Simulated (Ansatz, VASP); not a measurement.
# MgZn2Se2S: VASP beside Ansatz, part 2 of 2

One calculation is typed for both programs; each brings its own data sets. How far apart do they land? The cell is generated by rule, not measured, and may not be a known phase. The cell is taken from a series of runs on this material, whose earlier steps may have relaxed, scaled, displaced or heated it; both programs get it as it stands.

VASP 6.6.1 and Ansatz 0.2.0.

So far: Set-up; VASP: relaxation of cell and atoms, PBEsol, pair 1.

The structure was built from a prototype and need not be the compound's stable phase.

## Step 3: Ansatz: relaxation of cell and atoms, PBEsol, pair 1

Level of this step: Ansatz beside VASP: Kohn-Sham DFT, plane waves, PBEsol (Ansatz).

Ansatz runs on its default PAW (the set named soft_2) files.

The same cell, functional, mesh and smearing now go to Ansatz, which takes its cutoff from its data sets.

Input file input.yaml:

```yaml
crystal:
  lattice:
    - [2.8275799997, 2.8275799997, 0.0]
    - [-2.81010848, 2.81010848, 0.0]
    - [2.8188442398, 0.0087357599, 8.4672374184]
  atoms:
    - { symbol: Mg, position: [0.6601535185, 0.3398464815, 0.6796929631] }
    - { symbol: S, position: [0.0770701223, 0.4229298777, 0.8458597553] }
    - { symbol: Se, position: [0.4200620566, 0.0799379434, 0.1598758868] }
    - { symbol: Se, position: [0.7540004975, 0.7459995025, 0.491999005] }
    - { symbol: Zn, position: [0.0021787433, -0.0021787433, -0.0043574866] }
    - { symbol: Zn, position: [0.3365350618, 0.6634649382, 0.3269298764] }
kpoints:
  mp_grid: { grid: [6, 6, 6] }
hamiltonian:
  xc: pbesol
scf:
  occupations: { method: gaussian, width: 0.02 }
output:
  forces: true
  stress: true
  eigenvalues: true
  write_density: true
  write_potential: true
  elf: true
  volumetric_format: npy
relax:
  adjacent_minimum: "off"
  f_tol: 0.005
  max_steps: 80
  cell: { stress_tol: 0.05 }
```

On the command line:

```console
ansatz run input.yaml --threads 8 --pin off --max-ram 14336MiB --backend cpu --events-out ev --progress --plain --runs-dir out
```

Numbers of over 12 decimals in the logs are rounded to 6 here.

Output:

```text
Engine: ansatz 0.2.0, x86_64-unknown-linux-gnu
Pseudopotentials: kind: paw
Pseudopotential: Mg, paw, valence charge 10, recommended cutoff 420 eV (normal), Mg.paw.azcp
Pseudopotential: S, paw, valence charge 6, recommended cutoff 420 eV (normal), S.paw.azcp
Pseudopotential: Se, paw, valence charge 16, recommended cutoff 420 eV (normal), Se.paw.azcp
Pseudopotential: Zn, paw, valence charge 12, recommended cutoff 420 eV (normal), Zn.paw.azcp
Functional definition: PBEsol
  exchange = pbesol_x
  correlation = pbesol_c
Crystal: 6 atoms, lattice volume = 134.558 Å³
Basis set: ecut = 420 eV, 2625 PW (Γ), exchange–correlation on 54×54×120 points (8 copies of the dense FFT grid, shifted against one another)
Bands: 44, of which v1, the nominal top of the filled ones, is band 36 counted from 1 (35 counted from 0)
Symmetry: 4 space group operations
Space group: Imm2 (ITA 44), of the structure as read, at distance tolerance 5.1e-5 Å
k-points: 46 of 216 (time reversal used)
Non-local potential: Mg, projectors of the file, l = 0: 3, l = 1: 2, l = 2: 1
Non-local potential: S, projectors of the file, l = 0: 2, l = 1: 2, l = 2: 2
Non-local potential: Se, projectors of the file, l = 0: 2, l = 1: 2, l = 2: 3, l = 3: 1
Non-local potential: Zn, projectors of the file, l = 0: 2, l = 1: 2, l = 2: 3, l = 3: 1
PAW form: soft (Blöchl's): semilocal exchange-correlation on the pseudo side does not see the compensation charge
PAW frozen core: Mg, regenerated for the run's functional, and the local potential with it (the file was generated under x = pbe(κ = 0.804, μ = 0.219515), c = pbe(β = 0.066725))
PAW frozen core: S, regenerated for the run's functional, and the local potential with it (the file was generated under x = pbe(κ = 0.804, μ = 0.219515), c = pbe(β = 0.066725))
PAW frozen core: Se, regenerated for the run's functional, and the local potential with it (the file was generated under x = pbe(κ = 0.804, μ = 0.219515), c = pbe(β = 0.066725))
PAW frozen core: Zn, regenerated for the run's functional, and the local potential with it (the file was generated under x = pbe(κ = 0.804, μ = 0.219515), c = pbe(β = 0.066725))
PAW one-centre angular grid: Mg, 110 points (default); XC on 64 Gauss nodes
PAW one-centre angular grid: S, 110 points (default); XC on 64 Gauss nodes
PAW one-centre angular grid: Se, 590 points (default); XC on 64 Gauss nodes
PAW one-centre angular grid: Zn, 590 points (default); XC on 64 Gauss nodes
Initial density: superposition of atomic densities (neutral atoms: chi_scale 0, normalization atom), corrected by the library's trained network
Initial wavefunctions: pseudopotential atomic-orbital guess
Functional: x = pbesol(κ = 0.804, μ = 0.123457), c = pbesol(β = 0.046)
SCF iter   1: F=—  HF=-20212.536913 eV  |F-HF|=—  |Δ(HF+E_count)|=         —  Δρ=3.72e-3  dr2=2.51e-2  ethr=1.77e-3  ⟨swp⟩=7.3  Hψ=8485  notcnv=0  defer=2
preconditioner: auto → Resta (q_TF=auto, 2.458 Å⁻¹)  ε∞=4.9  [insulator: Δε(μ)=1.675 eV  Ē_g=10.749 eV  σ=0.020 eV  W_gap=1.00  n_scr=42 (ndim 8)  ℏωp=21.2 eV  f_vac=0.085  D(μ)=0.00/eV (n_scr^D=0)  ε∞_Penn≈4.9]
SCF iter   2: F=—  HF=-20212.529782 eV  |F-HF|=—  |Δ(HF+E_count)|=   7.13e-3  Δρ=1.42e-3  dr2=5.29e-3  ethr=3.48e-5  ⟨swp⟩=2.0  Hψ=3544  notcnv=0  defer=112
SCF iter   3: F=—  HF=-20212.528988 eV  |F-HF|=—  |Δ(HF+E_count)|=   7.94e-4  Δρ=1.08e-3  dr2=1.23e-3  ethr=7.35e-6  ⟨swp⟩=2.0  Hψ=3109  notcnv=0  defer=112
SCF iter   4: F=—  HF=-20212.528634 eV  |F-HF|=—  |Δ(HF+E_count)|=   3.54e-4  Δρ=3.42e-4  dr2=1.91e-4  ethr=1.70e-6  ⟨swp⟩=2.0  Hψ=2743  notcnv=0  defer=112
SCF iter   5: F=—  HF=-20212.528705 eV  |F-HF|=—  |Δ(HF+E_count)|=   7.12e-5  Δρ=9.42e-5  dr2=1.85e-5  ethr=2.65e-7  ⟨swp⟩=2.0  Hψ=2924  notcnv=0  defer=112
SCF iter   6: F=—  HF=-20212.528716 eV  |F-HF|=—  |Δ(HF+E_count)|=   1.09e-5  Δρ=3.91e-5  dr2=2.05e-6  ethr=2.58e-8  ⟨swp⟩=2.0  Hψ=3062  notcnv=0  defer=112
SCF iter   7: F=—  HF=-20212.528719 eV  |F-HF|=—  |Δ(HF+E_count)|=   2.86e-6  Δρ=1.86e-5  dr2=3.30e-7  ethr=2.85e-9  ⟨swp⟩=2.0  Hψ=3292  notcnv=0  defer=112
SCF iter   8: F=-20212.528719 eV  HF=-20212.528719 eV  |F-HF|=7.09e-8  |Δ(HF+E_count)|=   1.79e-8  Δρ=1.01e-5  dr2=9.48e-8  ethr=1.39e-10  ⟨swp⟩=13.7  Hψ=17190  notcnv=0
SCF 1 converged in 8 iterations: F = -20212.528719 eV  dr2 = 9.48e-8
  Residual-converged pass: ⟨swp⟩=1.0  Hψ=2209  notcnv=0  max |occ|·‖R‖ = 7.1e-9 eV (tolerance 1.0e-8 eV)  dr2=9.48e-8  dr2_onsite=9.09e-8  max |Δocc| = 0.0e0
  greatest PAW one-centre occupation: 1.000 electrons in one spin orbital (limit 2), on the Mg atom at site 0 (counted from 0), in its partial waves of l = 0
relax step   1: F+E_penalty+E_count = -20212.52871899 eV  Δ(F+E_penalty+E_count) = +0.000e0 eV  max|allowed force component| = 3.521e-2 eV/Å  Δτ_max = 0.0000 Å  P = +0.011 GPa  Ω = 134.558 Å³  (8 SCF iters, dr2 threshold 1.00e-7 eV, accepted)
[...]
relax step   2: F+E_penalty+E_count = -20212.52886588 eV  Δ(F+E_penalty+E_count) = -1.469e-4 eV  max|allowed force component| = 9.412e-3 eV/Å  Δτ_max = 0.0036 Å  P = +0.007 GPa  Ω = 134.566 Å³  energy of the carried Pulay correction = -1.871e-6 eV  (5 SCF iters, dr2 threshold 7.75e-8 eV, accepted)
[...]
relax step   3: F+E_penalty+E_count = -20212.52887381 eV  Δ(F+E_penalty+E_count) = -7.935e-6 eV  max|allowed force component| = 3.756e-3 eV/Å  Δτ_max = 0.0007 Å  P = -0.003 GPa  Ω = 134.586 Å³  energy of the carried Pulay correction = -6.439e-6 eV  (5 SCF iters, dr2 threshold 5.54e-9 eV, accepted)
[...]
relax step   4: F+E_penalty+E_count = -20212.52887659 eV  Δ(F+E_penalty+E_count) = -2.779e-6 eV  max|allowed force component| = 3.750e-3 eV/Å  Δτ_max = 0.0000 Å  P = -0.003 GPa  Ω = 134.586 Å³  stress off target by 1.35e-2 GPa  SCF on the basis re-selected at this cell (its energy is not comparable with the rows above)  (6 SCF iters)
basis re-selected at this cell: Δ(F+E_penalty+E_count) = -2.779e-6 eV, ΔP = +0.000 GPa vs the last step (what re-selecting the basis moved, of the pressure what is left beyond the Pulay correction that the steps carried, after the strain that the cell walked since its last selection, with what the two solves' SCF thresholds leave and, on support functions, any second-order correction that the steps lacked; it is no m [...]
SCF converged after 6 iterations
Free energy (F): -20212.528877 eV
Harris-Foulkes:  -20212.528877 eV  (|F-HF|=2.55e-11)
Internal energy: -20212.528877 eV  (E = F + TS)
E sigma→0 (E₀):  -20212.528877 eV
Fermi energy:    6.620385 eV
--- Per-component energies (eV) ---
  E_band       = -1146.838180
  E_kinetic    = 684.623783
  E_local      = -11272.587519  (includes V_loc(G=0)·N_el)
  E_nonlocal   = 169.625292
  E_hartree    = 5043.286047
  E_xc         = -603.791990
  E_vxc        = -427.110371  (∫ρ·V_xc dr)
  E_paw        = -8182.845124  (= ΣΔE_a)
  E_vpaw       = -387.959726  (= ΣTr[D̂ρ^β])
  E_aug_tail   = -0.001862  (compensation charges beyond the density's cutoff)
  E_ewald      = -6054.569925
  E_core_change = 3.732422  (= ΣΔE_core)
  E_smearing   = -0.000000  (= −TS)
  E_closure    = 0.000000  (closes the sum)
  Σ components = -20212.528877   (vs F -20212.528877, Δ=0.00e0)
--- Forces (eV/Å), atoms counted from 1 ---
  atom   1  Mg     0.00000000    -0.00000000    -0.00097284
  atom   2  S     -0.00000000     0.00000000     0.00375001
  atom   3  Se    -0.00000000     0.00000000     0.00062067
  atom   4  Se    -0.00000000     0.00000000     0.00116357
  atom   5  Zn     0.00000000    -0.00000000    -0.00286671
  atom   6  Zn     0.00000000    -0.00000000    -0.00169349
  max |Σ_I F_I| component: 1.21e-6 eV/Å
--- Stress (GPa, compression-positive) ---
       -0.004740       0.008740      -0.000000
        0.008740      -0.004740       0.000000
       -0.000000       0.000000       0.001353
  P = ⅓ Tr σ = -0.0027 GPa (-0.027 kbar)
--- Band table (eV; the first three rows and the last of 46) ---
  k-point 0: bands = [... 32 lower, 4.4145, 5.6526, 5.7132, 5.7762, 7.4646, 9.2762, 9.4503, 9.7154, ... 4 higher]
  k-point 1: bands = [... 32 lower, 4.5084, 5.3511, 5.6598, 5.7209, 7.8047, 9.0194, 9.6341, 9.7736, ... 4 higher]
  k-point 2: bands = [... 32 lower, 4.6894, 4.7871, 5.5353, 5.5910, 8.4565, 8.8270, 9.5082, 9.9394, ... 4 higher]
  k-point 45: bands = [... 32 lower, 3.5017, 3.5345, 3.7323, 3.7636, 8.8146, 9.4936, 9.6695, 10.4945, ... 4 higher]
--- Relaxed structure (3 steps of the walk, 3 accepted, 1 SCFs on fresh bases) ---
  F+E_penalty+E_count = -20212.52887659 eV   max|allowed force component| = 3.750e-3 eV/Å   (the final SCF, on the basis selected at the relaxed cell)
  cell:  # Å, volume = 134.5856 Å³
    - [2.826133, 2.826133, 0]
    - [-2.809011, 2.809011, -1.658741762091208e-11]
    - [2.817572, 0.00856118, 8.476621]
  atoms:
    - { symbol: Mg, position: [0.660351, 0.339649, 0.679299] }
    - { symbol: S, position: [0.077148, 0.422852, 0.845704] }
    - { symbol: Se, position: [0.419808, 0.080192, 0.160385] }
    - { symbol: Se, position: [0.754031, 0.745969, 0.491937] }
    - { symbol: Zn, position: [0.00227301, -0.00227301, -0.00454602] }
    - { symbol: Zn, position: [0.336389, 0.663611, 0.327221] }
```

## Step 4: Comparison

Known differences besides the potentials themselves: the data sets hold 72 valence electrons in Ansatz (on its default PAW (the set named soft_2) files) and 44 in VASP; the cutoff is 420 eV in Ansatz and 600 eV in VASP; Ansatz makes its cores anew for this functional, VASP keeps those of its PBE data sets; Ansatz adds a Pulay correction to the stress that steers its cell, VASP none. Total energies have different zeros and are not compared.

Compared:

| quantity | Ansatz | VASP | difference |
| --- | --- | --- | --- |
| volume (Å³) | 134.59 | 134.87 | -0.21 % |
| edge a after relaxation, in the typed setting (Å) | 3.997 | 4.000 | -0.08 % |
| edge b after relaxation, in the typed setting (Å) | 3.973 | 3.976 | -0.09 % |
| edge c after relaxation, in the typed setting (Å) | 8.933 | 8.937 | -0.05 % |

## Step 5: VASP: relaxation of cell and atoms, PBEsol, pair 2

The relaxed volume is the usual yardstick between codes: in a stiff, nearly cubic crystal its relative difference is about their pressure difference at one cell divided by the bulk modulus.

Input file INCAR:

```
SYSTEM = MgZn2Se2S
PREC = Accurate
ENCUT = 600
EDIFF = 1E-07
NELM = 120
ISMEAR = 0
SIGMA = 0.01
LREAL = .FALSE.
ALGO = Normal
GGA = PS
NBANDS = 28
LORBIT = 11
LWAVE = .FALSE.
LCHARG = .FALSE.
ISIF = 3
IBRION = 2
NSW = 80
EDIFFG = -0.005
LASPH = .TRUE.
GGA_COMPAT = .FALSE.
NELMIN = 4
EFERMI = MIDGAP
KPAR = 2
```

Input file POSCAR:

```
MgZn2Se2S
1.0
    2.8261330000      2.8261330000      0.0000000000
   -2.8090110000      2.8090110000      0.0000000000
    2.8175720000      0.0085610000      8.4766210000
Mg S Se Zn
1 1 2 2
Direct
    0.6603506869      0.3396493131      0.6792986262
    0.0771478989      0.4228521011      0.8457042022
    0.4198076096      0.0801923904      0.1603847807
    0.7540312938      0.7459687062      0.4919374123
    0.0022730165      0.9977269834      0.9954539669
    0.3363894646      0.6636105354      0.3272210708
```

Input file KPOINTS:

```
Automatic mesh
0
Gamma
8 8 8
0 0 0
```

Potentials, in the order of the species: Mg, S, Se and Zn (PBE family, release 64).

On the command line:

```console
mpirun -np 2 vasp_std
```

Output:

```text
[banner, memory and clock lines left out]
running    2 mpi-ranks, on    1 nodes
[...]
[... a notice as in an earlier step ...]

 LDA part: xc-table for (Slater+PW92), standard interpolation
 POSCAR, INCAR and KPOINTS ok, starting setup
[...]
entering main loop
       N       E                     dE             d eps       ncg     rms          rms(c)
DAV:   1     0.311710353221E+03    0.31171E+03   -0.21480E+04  5320   0.181E+03
DAV:   2     0.133440821551E+02   -0.29837E+03   -0.28744E+03  5524   0.371E+02
DAV:   3    -0.222578655549E+02   -0.35602E+02   -0.35157E+02  6108   0.124E+02
DAV:   4    -0.234417295055E+02   -0.11839E+01   -0.11815E+01  6556   0.224E+01
[...]
DAV:  15    -0.223256100168E+02    0.11312E-06   -0.28006E-06  7544   0.196E-02    0.277E-03
DAV:  16    -0.223256101272E+02   -0.11038E-06   -0.43705E-07  5688   0.509E-03    0.179E-03
DAV:  17    -0.223256102074E+02   -0.80241E-07   -0.10426E-07  4452   0.189E-03
   1 F= -.22325610E+02 E0= -.22325610E+02  d E =-.223256E+02
[... from here on, the cycles between the ionic steps are left out ...]
   2 F= -.22325752E+02 E0= -.22325752E+02  d E =-.142039E-03
   3 F= -.22325757E+02 E0= -.22325757E+02  d E =-.146798E-03
   4 F= -.22325756E+02 E0= -.22325756E+02  d E =-.146228E-03
   5 F= -.22325757E+02 E0= -.22325757E+02  d E =-.146592E-03
   6 F= -.22325778E+02 E0= -.22325778E+02  d E =-.215492E-04
   7 F= -.22325796E+02 E0= -.22325796E+02  d E =-.387812E-04
   8 F= -.22325794E+02 E0= -.22325794E+02  d E =0.150973E-05
 trial-energy change:    0.000002  1 .order   -0.000004   -0.000006   -0.000001
 step:   1.7713(harm=  1.7713)  dis= 0.00058  next Energy=   -22.325800 (dE=-0.413E-05)
 reached required accuracy - stopping structural energy minimisation
```

From OUTCAR (step 5):

```text
  Total        0.0021389      0.0021389      0.0059828      0.0001971      0.0000000      0.0000000
  in kB        0.0254122      0.0254122      0.0710831      0.0023418      0.0000000      0.0000000
  external PRESSURE =       0.0406359 kB  Pullay stress =       0.0000000 kB

 POSITION                                       TOTAL-FORCE (eV/Angst)
 -----------------------------------------------------------------------------------
      2.82721      2.82721      5.76555        -0.000000     -0.000000     -0.000321
      1.41360      1.41360      7.17472         0.000000     -0.000000      0.000409
      1.41360      1.41360      1.36074         0.000000     -0.000000      0.000078
      1.42212      4.23229      4.17814        -0.000000      0.000000     -0.000223
      0.00852      2.81869      8.44582        -0.000000      0.000000     -0.001737
      0.00852      2.81869      2.77774         0.000000     -0.000000      0.001795
 -----------------------------------------------------------------------------------
    total drift:                               -0.000088     -0.000029     -0.001909

  FREE ENERGIE OF THE ION-ELECTRON SYSTEM (eV)
  ---------------------------------------------------
  free  energy   TOTEN  =       -22.3257940713 eV

  energy  without entropy=      -22.3257940713  energy(sigma->0) =      -22.32579407

[... 1 part as in an earlier step ...]

[... 3 further parts left out ...]
[key lines of the parts left out:]
E-fermi :   2.4154
```

## Step 6: Ansatz: relaxation of cell and atoms, PBEsol, pair 2

The same cell, functional and mesh now go to Ansatz, which takes its cutoff from its data sets.

The cell is taken from a series of runs on this material, whose earlier steps may have relaxed, scaled, displaced or heated it; both programs get it as it stands.

Input file input.yaml:

```yaml
crystal:
  lattice:
    - [2.8261329557, 2.8261329557, 0.0]
    - [-2.8090105973, 2.8090105973, 0.0]
    - [2.8175717764, 0.0085611792, 8.4766210249]
  atoms:
    - { symbol: Mg, position: [0.6603506927, 0.3396493073, 0.6792986146] }
    - { symbol: S, position: [0.0771479028, 0.4228520972, 0.8457041945] }
    - { symbol: Se, position: [0.4198076062, 0.0801923938, 0.1603847875] }
    - { symbol: Se, position: [0.7540313127, 0.7459686873, 0.4919373747] }
    - { symbol: Zn, position: [0.0022730095, -0.0022730095, -0.004546019] }
    - { symbol: Zn, position: [0.3363894761, 0.6636105239, 0.3272210477] }
kpoints:
  mp_grid: { grid: [8, 8, 8] }
hamiltonian:
  xc: pbesol
scf:
  occupations: { method: fixed }
output:
  forces: true
  stress: true
  eigenvalues: true
relax:
  adjacent_minimum: "off"
  f_tol: 0.001
  max_steps: 60
  cell: { stress_tol: 0.01 }
```

On the command line:

```console
ansatz run input.yaml --threads 8 --pin off --max-ram 14336MiB --backend cpu --events-out ev --progress --plain --runs-dir out
```

Output:

```text
[...]
Crystal: 6 atoms, lattice volume = 134.586 Å³
Basis set: ecut = 420 eV, 2625 PW (Γ), exchange–correlation on 54×54×120 points (8 copies of the dense FFT grid, shifted against one another)
Bands: 44, of which v1, the nominal top of the filled ones, is band 36 counted from 1 (35 counted from 0)
Symmetry: 4 space group operations
[...]
k-points: 95 of 512 (time reversal used)
[...]
- [-2.807658, 2.807658, -1.656121613403425e-11]
    - [2.816229, 0.00857035, 8.483320]
  atoms:
    - { symbol: Mg, position: [0.660353, 0.339647, 0.679293] }
    - { symbol: S, position: [0.077124, 0.422876, 0.845751] }
    - { symbol: Se, position: [0.419805, 0.080195, 0.160390] }
    - { symbol: Se, position: [0.754032, 0.745968, 0.491936] }
    - { symbol: Zn, position: [0.00228503, -0.00228503, -0.00457005] }
    - { symbol: Zn, position: [0.336400, 0.663600, 0.327200] }
[key lines of the parts left out:]
SCF converged after 7 iterations
Free energy (F): -20212.532653 eV
Fermi energy:    5.778977 eV
P = ⅓ Tr σ = 0.0006 GPa (0.006 kbar)
```

## Step 7: Differences

What differs besides the data sets and the points named for the pairs above, as far as they apply: fixed occupations in Ansatz, narrow Gaussian smearing in VASP; the data sets hold 72 valence electrons in Ansatz (on its default PAW (the set named soft_2) files) and 44 in VASP. Total energies have different zeros and are not compared.

Both answers:

| quantity | Ansatz | VASP | difference |
| --- | --- | --- | --- |
| volume (Å³) | 134.56 | 134.85 | -0.21 % |
| edge a after relaxation, in the typed setting (Å) | 3.995 | 3.998 | -0.09 % |
| edge b after relaxation, in the typed setting (Å) | 3.971 | 3.974 | -0.09 % |
| edge c after relaxation, in the typed setting (Å) | 8.939 | 8.942 | -0.04 % |

## Step 8: Outcome

| Property | Result |
| --- | --- |
| difference in volume (relaxation of cell and atoms, PBEsol, pair 1) | -0.21 % |
| difference in volume (relaxation of cell and atoms, PBEsol, pair 2) | -0.21 % |

In words: The difference in volume is -0.21 % (relaxation of cell and atoms, PBEsol, pair 1), within the 1.2 % picked in this series as the mark of a large difference, as far as the stopping tolerances let one tell. The data sets hold unlike numbers of valence electrons (72 in Ansatz and 44 in VASP), so part of the differences comes from the potentials. How closely two codes agree says nothing of how well the functional describes the real material.

[Lines on the potential files, build, host, timing and source positions are cut from VASP's logs without a mark.]

[Logs are printed without paths, hosts, clocks, repeated set-up lines and the standing remarks that a program may print on its own settings, such as how far it seeks lower states.]

[Hosts, paths, dates, database ids (printed as entryN), source tags and the programs' standing remarks are cut or masked in the printed files.]
